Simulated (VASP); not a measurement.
Output of a VASP run:

File OSZICAR:
```
       N       E                     dE             d eps       ncg     rms          rms(c)
DAV:   1     0.126849948062E+03    0.12685E+03   -0.10954E+04  2080   0.159E+03
DAV:   2    -0.223496803447E+02   -0.14920E+03   -0.14328E+03  2441   0.363E+02
DAV:   3    -0.288070927210E+02   -0.64574E+01   -0.63719E+01  3344   0.663E+01
DAV:   4    -0.289785476374E+02   -0.17145E+00   -0.17135E+00  2698   0.958E+00
DAV:   5    -0.289812648688E+02   -0.27172E-02   -0.27172E-02  3194   0.111E+00    0.231E+01
DAV:   6    -0.264570928894E+02    0.25242E+01   -0.71623E+00  2515   0.195E+01    0.963E+00
DAV:   7    -0.264125995351E+02    0.44493E-01   -0.90022E-01  3206   0.631E+00    0.327E+00
DAV:   8    -0.264109700618E+02    0.16295E-02   -0.10703E-01  2509   0.307E+00    0.824E-01
DAV:   9    -0.264078663734E+02    0.31037E-02   -0.17856E-02  2603   0.113E+00    0.139E-01
DAV:  10    -0.264078112487E+02    0.55125E-04   -0.88227E-04  2690   0.285E-01    0.421E-02
DAV:  11    -0.264078203989E+02   -0.91503E-05   -0.27728E-05  2858   0.606E-02    0.135E-02
DAV:  12    -0.264078203391E+02    0.59793E-07   -0.16334E-06  1825   0.149E-02
   1 F= -.26407820E+02 E0= -.26407835E+02  d E =-.264078E+02
```

**OUTCAR**
```
------------------------ aborting loop because EDIFF is reached ----------------------------------------
  FORCE on cell =-STRESS in cart. coord.  units (eV):
  Direction    XX          YY          ZZ          XY          YZ          ZX
  --------------------------------------------------------------------------------------
  Total        0.0311460      0.0311460     -0.0592374      0.0000000     -0.0000000      0.0000000
  in kB        1.6485586      1.6485591     -3.1354344      0.0000000     -0.0000000      0.0000000
  external PRESSURE =       0.0538944 kB  Pullay stress =       0.0000000 kB
  volume of cell :       30.27
      direct lattice vectors                 reciprocal lattice vectors
     1.577369415 -2.732084433  0.000000000     0.316983450 -0.183010449  0.000000000
     1.577369415  2.732084433  0.000000000     0.316983450  0.183010449  0.000000000
     0.000000000  0.000000000  3.511972641     0.000000000  0.000000000  0.284740259
 POSITION                                       TOTAL-FORCE (eV/Angst)
 -----------------------------------------------------------------------------------
      0.00000      0.00000      0.00000         0.000000     -0.000000     -0.000000
      1.57737      0.91070      1.75599         0.000000      0.000000     -0.000000
      1.57737     -0.91070      1.75599        -0.000000      0.000000      0.000000
 -----------------------------------------------------------------------------------
    total drift:                                0.000000      0.000000      0.000000
  FREE ENERGIE OF THE ION-ELECTRON SYSTEM (eV)
  ---------------------------------------------------
  free  energy   TOTEN  =       -26.4078203391 eV

  energy  without entropy=      -26.4078639062  energy(sigma->0) =      -26.40783486

 reached required accuracy - stopping structural energy minimisation
```
(Selected blocks of OUTCAR.)

**POSCAR**
```
ZrB2
1
    1.5773694155    -2.7320844332     0.0000000000
    1.5773694155     2.7320844332     0.0000000000
    0.0000000000     0.0000000000     3.5119726415
Zr B
1 2
Direct
  0.0000000000   0.0000000000   0.0000000000
  0.3333330000   0.6666670000   0.5000000000
  0.6666670000   0.3333330000   0.5000000000
```

Problem. Write an INCAR and KPOINTS that could have produced this output.

Solution. Several could match; the one computed here: the input of the run itself, PBEsol GGA, plane waves, VASP's PBE PAW potentials (set 64).

INCAR:
```
# general
SYSTEM   =  ZrB2
PREC     =  Accurate
ENCUT    =  620   # plane-wave cut-off (eV)
LREAL    =  F
LASPH    =  T

# electronic loop
EDIFF    =  1E-6   # SCF stop (eV)
NELM     =  100   # most electronic steps
ALGO     =  Normal
LMAXMIX  =  4

# smearing
ISMEAR   =  1   # Methfessel-Paxton
SIGMA    =  0.1

# functional
GGA      =  PS   # PBEsol

# ions
IBRION   =  2   # conjugate gradients
NSW      =  40   # most ionic steps
ISIF     =  3
EDIFFG   =  -0.02   # ionic stop

# output
LWAVE    =  F
LCHARG   =  F
```

KPOINTS:
```
Automatic
0
Gamma
11 11 9
```

POTCAR, in this order: Zr_sv B (PBE.64 set). Program: vasp_std.

The compound is ZrB2 in the AlB2 type structure. It was relaxed first.
